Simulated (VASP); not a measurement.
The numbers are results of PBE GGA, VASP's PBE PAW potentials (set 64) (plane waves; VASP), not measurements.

The input files of a VASP run:

File POSCAR:
```
Ru
1
    1.3103352231    -2.2695674210     0.0000000000
    1.3103352231     2.2695674210    -0.0000000000
   -0.0000000000     0.0000000000     4.1440887499
Ru
2
Direct
  0.3333330000   0.6666670000   0.2500000000
  0.6666670000   0.3333330000   0.7500000000
```

INCAR:
```
! general
SYSTEM  = Ru
PREC    = Accurate
ENCUT   = 500
LREAL   = .FALSE.
LASPH   = .TRUE.

! electronic loop
EDIFF   = 1E-6
NELM    = 100
ALGO    = Normal
LMAXMIX = 4

! smearing
ISMEAR  = 1
SIGMA   = 0.1

! functional
GGA     = PE

! ions
IBRION  = 2
NSW     = 40
ISIF    = 3
EDIFFG  = -0.02
PSTRESS = 450

! output
LWAVE   = .FALSE.
LCHARG  = .FALSE.
```

**KPOINTS**
```
Automatic mesh
0
Gamma
16 16 9
0 0 0
```

POTCAR, in this order: Ru_pv (PBE.64 set). Program: vasp_std.

The run wrote:

File OUTCAR:
```
 ion  position               nearest neighbor table
   1  0.333  0.667  0.250-   2 2.57   2 2.57   2 2.57   2 2.57   2 2.57   2 2.57
   2  0.667  0.333  0.750-   1 2.57   1 2.57   1 2.57   1 2.57   1 2.57   1 2.57
  LATTYP: Found a hexagonal cell.
 ALAT       =     2.6206706537
 C/A-ratio  =     1.5813084883
 Subroutine PRICEL returns:
 Original cell was already a primitive cell.
 Subroutine GETGRP returns: Found 24 space group operations
The static configuration has the point symmetry D_3d.
 The point group associated with its full space group is D_6h.
The dynamic configuration has the point symmetry D_3d.
 Subroutine INISYM returns: Found 24 space group operations
 Subroutine IBZKPT returns following result:
 Found    150 irreducible k-points:

 Following reciprocal coordinates:
            Coordinates               Weight
  0.000000  0.000000  0.000000      1.000000
  0.062500 -0.000000  0.000000      6.000000
  0.125000 -0.000000  0.000000      6.000000
  0.187500 -0.000000  0.000000      6.000000
  0.250000 -0.000000  0.000000      6.000000
  0.312500 -0.000000  0.000000      6.000000
  0.375000 -0.000000  0.000000      6.000000
  0.437500  0.000000  0.000000      6.000000
  0.500000 -0.000000  0.000000      3.000000
  0.062500  0.062500  0.000000      6.000000
  0.125000  0.062500  0.000000     12.000000
  0.187500  0.062500  0.000000     12.000000
  0.250000  0.062500  0.000000     12.000000
  0.312500  0.062500  0.000000     12.000000
  0.375000  0.062500  0.000000     12.000000
  0.437500  0.062500  0.000000     12.000000
  0.125000  0.125000  0.000000      6.000000
  0.187500  0.125000  0.000000     12.000000
  0.250000  0.125000  0.000000     12.000000
  0.312500  0.125000  0.000000     12.000000
  0.375000  0.125000  0.000000     12.000000
  0.437500  0.125000  0.000000      6.000000
  0.187500  0.187500  0.000000      6.000000
  0.250000  0.187500  0.000000     12.000000
  0.312500  0.187500  0.000000     12.000000
  0.375000  0.187500  0.000000     12.000000
  0.250000  0.250000  0.000000      6.000000
  0.312500  0.250000  0.000000     12.000000
  0.375000  0.250000  0.000000      6.000000
  0.312500  0.312500  0.000000      6.000000
  0.000000  0.000000  0.111111      2.000000
  0.062500 -0.000000  0.111111     12.000000
  0.125000 -0.000000  0.111111     12.000000
  0.187500 -0.000000  0.111111     12.000000
  0.250000 -0.000000  0.111111     12.000000
  0.312500 -0.000000  0.111111     12.000000
  0.375000 -0.000000  0.111111     12.000000
  0.437500  0.000000  0.111111     12.000000
  0.500000 -0.000000  0.111111      6.000000
  0.062500  0.062500  0.111111     12.000000
   k-points           NKPTS =    150   k-points in BZ     NKDIM =    150   number of bands    NBANDS=     18
   number of dos      NEDOS =    301   number of ions     NIONS =      2
   total plane-waves  NPLWV =  12000
   dimension x,y,z NGX =    20 NGY =   20 NGZ =   30
   dimension x,y,z NGXF=    40 NGYF=   40 NGZF=   60
   ions per type =               2
   PREC   = accura    normal or accurate (medium, high low for compatibility)
   ISTART =      0    job   : 0-new  1-cont  2-samecut
   ICHARG =      2    charge: 1-file 2-atom 10-const
   ISPIN  =      1    spin polarized calculation?
   LNONCOLLINEAR =      F non collinear calculations
   LSORBIT =      F    spin-orbit coupling
   INIWAV =      1    electr: 0-lowe 1-rand  2-diag
   ENCUT  =  500.0 eV  36.75 Ry    6.06 a.u.   4.78  4.78  7.56*2*pi/ulx,y,z
   NELM   =    100;   NELMIN=  2; NELMDL= -5     # of ELM steps
   EDIFF  = 0.1E-05   stopping-criterion for ELM
   LREAL  =      F    real-space projection
...
```

File OSZICAR:
```
       N       E                     dE             d eps       ncg     rms          rms(c)
DAV:   1     0.284272859907E+03    0.28427E+03   -0.17684E+04  5400   0.171E+03
DAV:   2    -0.125990225660E+02   -0.29687E+03   -0.29116E+03  5708   0.497E+02
DAV:   3    -0.192668364151E+02   -0.66678E+01   -0.64876E+01  5590   0.802E+01
DAV:   4    -0.193350504234E+02   -0.68214E-01   -0.68080E-01  6630   0.722E+00
DAV:   5    -0.193361308714E+02   -0.10804E-02   -0.10804E-02  5800   0.813E-01    0.225E+01
DAV:   6    -0.182270591210E+02    0.11091E+01   -0.25908E+00  5470   0.175E+01    0.738E+00
DAV:   7    -0.181158528196E+02    0.11121E+00   -0.34689E-01  5540   0.591E+00    0.145E+00
DAV:   8    -0.181067046460E+02    0.91482E-02   -0.12108E-02  5486   0.136E+00    0.129E-01
DAV:   9    -0.181067442148E+02   -0.39569E-04   -0.30775E-04  7404   0.156E-01    0.545E-02
DAV:  10    -0.181067522619E+02   -0.80472E-05   -0.17835E-05  5626   0.443E-02    0.540E-03
DAV:  11    -0.181067546472E+02   -0.23853E-05   -0.22606E-06  3936   0.168E-02    0.373E-03
DAV:  12    -0.181067537321E+02    0.91511E-06   -0.16302E-07  2840   0.463E-03
   1 F= -.11183879E+02 E0= -.11183972E+02  d E =-.111839E+02
```

**OUTCAR**
```
------------------------ aborting loop because EDIFF is reached ----------------------------------------
  FORCE on cell =-STRESS in cart. coord.  units (eV):
  Direction    XX          YY          ZZ          XY          YZ          ZX
  --------------------------------------------------------------------------------------
  Total        6.9471960      6.9471975      6.9436209      0.0000000     -0.0000000      0.0000000
  in kB      451.5809222    451.5810175    451.3485368      0.0000000     -0.0000000      0.0000000
  external PRESSURE =       1.5034921 kB  Pullay stress =     450.0000000 kB
  volume of cell :       24.65
      direct lattice vectors                 reciprocal lattice vectors
     1.310335223 -2.269567421  0.000000000     0.381581744 -0.220306300  0.000000000
     1.310335223  2.269567421  0.000000000     0.381581744  0.220306300  0.000000000
     0.000000000  0.000000000  4.144088750     0.000000000  0.000000000  0.241307573
 POSITION                                       TOTAL-FORCE (eV/Angst)
 -----------------------------------------------------------------------------------
      1.31034      0.75652      1.03602        -0.000000     -0.000000      0.000000
      1.31034     -0.75652      3.10807         0.000000      0.000000      0.000000
 -----------------------------------------------------------------------------------
    total drift:                               -0.000000      0.000464     -0.000045
  FREE ENERGIE OF THE ION-ELECTRON SYSTEM (eV)
  ---------------------------------------------------
  free  energy   TOTEN  =       -18.1067537321 eV

  energy  without entropy=      -18.1070337580  energy(sigma->0) =      -18.10684707
  enthalpy is  TOTEN    =       -11.1838789104 eV   P V=        6.9228748217

 reached required accuracy - stopping structural energy minimisation
```
(Selected blocks of OUTCAR.)

The compound is Ru in the hcp structure. It was relaxed first under an external pressure of 45 GPa.
